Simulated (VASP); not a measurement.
A run of VASP 6.6.1:

File INCAR:

```
SYSTEM = Ni
  PREC = Accurate
  ENCUT = 520
  EDIFF = 1E-7
  ISMEAR = 1
  SIGMA = 0.2
  LREAL = .False.
  LASPH = .True.
  NELM = 120
  ALGO = Fast
  ISIF = 2
  LWAVE = .False.
  LCHARG = .False.
  ISPIN = 2
  MAGMOM = 0.8
  LORBIT = 11
  LMAXMIX = 4
  GGA = PE
```

Contents of KPOINTS:

```
regular mesh
0
Gamma
  20 20 20
  0 0 0
```

POSCAR

```
Ni                                      
1.0
    0.0000000000      1.7230753837      1.7230753837
    1.7230753837      0.0000000000      1.7230753837
    1.7230753837      1.7230753837      0.0000000000
  Ni            
     1
Direct
     0.0000000000000000    0.0000000000000000    0.0000000000000000
```

Potentials or basis: VASP PAW PBE potentials, release 64 (Ni).

Launch:

```bash
$ cat potpaw_PBE.64/Ni/POTCAR > POTCAR
$ mpirun -np 1 vasp_std > vasp.out
```

Hardware: 1 thread of Intel(R) Xeon(R) Platinum 8259CL CPU @ 2.50GHz (Skylake/Cascade Lake), with other jobs on the host.

Task: Estimate the wall time of this run.

Result: Wall time 44 s on 1 thread of Intel(R) Xeon(R) Platinum 8259CL CPU @ 2.50GHz (Skylake/Cascade Lake), with other jobs on the host, peak memory 0.15 GiB. Counts: scf iterations 14, k points 256.
